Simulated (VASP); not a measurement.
Here is the system:

```cif
data_C4Zr4
_chemical_formula_sum 'Zr4 C4'
_space_group_name_H-M_alt 'Fm-3m'
_space_group_IT_number 225
_space_group_name_Hall '-F 4 2 3'
_cell_length_a 4.71096
_cell_length_b 4.71096
_cell_length_c 4.71096
_cell_angle_alpha 90.000
_cell_angle_beta 90.000
_cell_angle_gamma 90.000
loop_
_atom_site_label
_atom_site_type_symbol
_atom_site_symmetry_multiplicity
_atom_site_Wyckoff_symbol
_atom_site_fract_x
_atom_site_fract_y
_atom_site_fract_z
_atom_site_occupancy
Zr1 Zr 4 a 0.00000 0.00000 0.00000 1
C1 C 4 b 0.50000 0.50000 0.50000 1
```
(The calculation used a cell of 2 atoms; values per cell refer to that cell.)

All values below come from PBE GGA, VASP's PBE PAW potentials (set 64) (plane waves; VASP). Numerical set-up: 600 eV cut-off, 12×12×12 Γ-centred mesh, first-order Methfessel-Paxton smearing of 0.10 eV, potentials Zr_sv C.

Each relaxation starts from this cell; other phases were not tried.

Q: The cell is relaxed at 1 GPa. What happens?

A: The volume per atom goes from 13.07 to 13.01 Å³ (-0.5 %), and the cell becomes a = 4.703 Å, b = 4.703 Å, c = 4.703 Å, α = 90.00°, β = 90.00°, γ = 90.00°, space group Fm-3m.

Q: The cell is relaxed at 10 GPa. What happens?

A: The volume per atom goes from 13.07 to 12.53 Å³ (-4.1 %), and the cell becomes a = b = c = 4.646 Å, α = β = γ = 90.00°, space group Fm-3m.

Failed runs are left out, and for metals the shear rows, which the mesh's noise covers.

The compound is ZrC in the rock salt structure.
